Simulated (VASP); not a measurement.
The system is NaPr3.

```xyz
4
Lattice="5.2056 0.0000 0.0000 0.0000 5.2056 0.0000 0.0000 0.0000 5.2056" Properties=species:S:1:pos:R:3 pbc="T T T"
Pr    2.6028    2.6028    0.0000
Pr    0.0000    2.6028    2.6028
Pr    2.6028    0.0000    2.6028
Na    0.0000    0.0000    0.0000
```

The cell comes from a database or a generator and needn't be the stable form of this composition.

```yaml
Program: VASP 6.6.1
Task: relaxation of cell and atoms
Functional: PBEsol
Potentials_or_basis: VASP PAW PBE potentials, release 64 (Pr_3, Na_pv), 4f in core
Cutoff: 600 eV
k_mesh: 4 × 4 × 4
Occupations: gaussian, width 0.05 eV
Spin: spin-orbit coupling, no magnetisation
```

At the start: pressure -1.4 GPa; volume 35.27 Å³/atom.

Q: Where does the relaxation end?

A: Over 3 steps the energy falls by 10.7 meV/atom and the volume is 32.99 Å³/atom (-6.5 %); space group Pm-3m (No. 221, to 0.05 Å).

The path:
```tsv
step	energy change (eV)	largest force (eV/Å)	pressure (GPa)	volume (Å³)
1	0.0000	0.0000	-1.42	141.07
2	-0.0382	0.0000	-0.50	134.78
3	-0.0427	0.0000	0.00	131.95
```

Final structure:
```xyz
4
Lattice="5.0910 0.0000 0.0000 0.0000 5.0910 0.0000 0.0000 0.0000 5.0910" Properties=species:S:1:pos:R:3 pbc="T T T"
Pr    2.5455    2.5455    0.0000
Pr    0.0000    2.5455    2.5455
Pr    2.5455    0.0000    2.5455
Na    0.0000    0.0000    0.0000
```

Caveat: the PAW data sets were made with another functional, which shifts forces and pressure a little.
